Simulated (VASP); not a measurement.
Set up this calculation in VASP 6.6.1, as the native input.

- Task: single point
- Functional: PBE
- Potentials or basis: VASP PAW PBE potentials, release 64 (Li_sv, Mg)
- Cutoff: 520 eV
- k mesh: 4 × 4 × 4
- Occupations: gaussian, width 0.1 eV
- Spin: no spin polarisation
- Dipole correction: no
- Further INCAR settings: ALGO = Fast; EDIFF = 1e-07; NBANDS = 14

The structure of LiMg4 lies in POSCAR:

```
LiMg4
1.0
   -3.2015764058      3.2015764058      3.2015764058
    3.2015764058     -3.2015764058      3.2015764058
    3.2015764058      3.2015764058     -3.2015764058
Li Mg
1 4
Direct
    0.0000000000      0.0000000000      0.0000000000
    0.5000000000      0.5000000000      0.5000000000
    0.0000000000      0.0000000000      0.5000000000
    0.0000000000      0.5000000000      0.0000000000
    0.5000000000      0.0000000000      0.0000000000
```

The cell was built by a generator and needn't be a form met in nature.

The cell isn't the ideal one: random cell by space group and Wyckoff sites (Im-3m, No. 229).

One way to write it, as run:

INCAR

```
PREC = Accurate
ENCUT = 520
EDIFF = 1E-7
ISMEAR = 0
SIGMA = 0.1
LREAL = False
LASPH = True
NELM = 60
ALGO = Fast
ISIF = 2
LWAVE = False
LCHARG = False
GGA = PE
NBANDS = 14
```

KPOINTS

```
Automatic mesh
0
Gamma
  4 4 4
```

Potentials or basis: VASP PAW PBE potentials, release 64 (Li_sv, Mg).

Launch:

```bash
$ cat potpaw_PBE.64/Li_sv/POTCAR potpaw_PBE.64/Mg/POTCAR > POTCAR
$ mpirun -np 1 vasp_std > vasp.out
```

Results of the run:

The band gap on the k mesh is none (metal or under the smearing width).

Wall time 34 s on 1 thread of Intel(R) Xeon(R) Platinum 8559C (Emerald Rapids), with other jobs on the host, peak memory 0.24 GiB.
